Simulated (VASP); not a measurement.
The input files of a VASP run:

KPOINTS:
```
kpoints
0
Gamma
 6 6 6
0 0 0
```

INCAR:
```
SYSTEM  =  AuZn
PREC  =  Accurate; ENCUT  =  240; LREAL  =  F
LASPH  =  T
EDIFF  =  1E-04; NELM  =  100; ALGO  =  Normal
LMAXMIX  =  6
ISMEAR  =  -1; SIGMA  =  0.5
ISIF  =  2
LWAVE  =  F; LCHARG  =  F
```

File POSCAR:
```
AuZn
1
    3.1947300000     0.0000000000     0.0000000000
    0.0000000000     3.1947300000     0.0000000000
    0.0000000000     0.0000000000     3.1947300000
Zn Au
1 1
Direct
  0.5000000000   0.5000000000   0.5000000000
  0.0000000000   0.0000000000   0.0000000000
```

POTCAR, in this order: Zn Au (LDA.64 set). Program: vasp_std.

Question: Write an equivalent input for Quantum ESPRESSO's pw.x.

Answer: One equivalent input (not run):
```
&CONTROL
  calculation = 'scf'
  pseudo_dir = './pseudo'
  outdir = './out'
  tprnfor = .true.
  tstress = .true.
/
&SYSTEM
  ibrav = 0
  nat = 2
  ntyp = 2
  ecutwfc = 84
  occupations = 'smearing'
  smearing = 'fermi-dirac'
  degauss = 0.03675
  input_dft = 'pz'
/
&ELECTRONS
  conv_thr = 7.3e-06
  electron_maxstep = 100
/
ATOMIC_SPECIES
  Zn 65.380 Zn.upf
  Au 196.967 Au.upf
CELL_PARAMETERS angstrom
     3.1947300    0.0000000    0.0000000
     0.0000000    3.1947300    0.0000000
     0.0000000    0.0000000    3.1947300
ATOMIC_POSITIONS crystal
  Zn   0.5000000  0.5000000  0.5000000
  Au   0.0000000  0.0000000  0.0000000
K_POINTS automatic
  6 6 6 0 0 0
```
Limits of the translation: the potentials are each code's own (VASP's PAW set, PseudoDojo norm-conserving files in pw.x), so ENCUT and ecutwfc are chosen apart and not converted; conv_thr bounds pw.x's estimated SCF error, while EDIFF bounds the energy change between steps.

The structure is a typed AuZn crystal. The cell was not relaxed at this level. The k-mesh is coarse (spacing up to 0.33 per Å, 2π included), so the numbers may not be converged in it. The run is one of a series of settings (EDIFF = 1E-04, ENCUT = 240, ISMEAR = -1, SIGMA = 0.5, KPOINTS 6×6×6 Γ-centred mesh against the base run), some of them coarse on purpose.
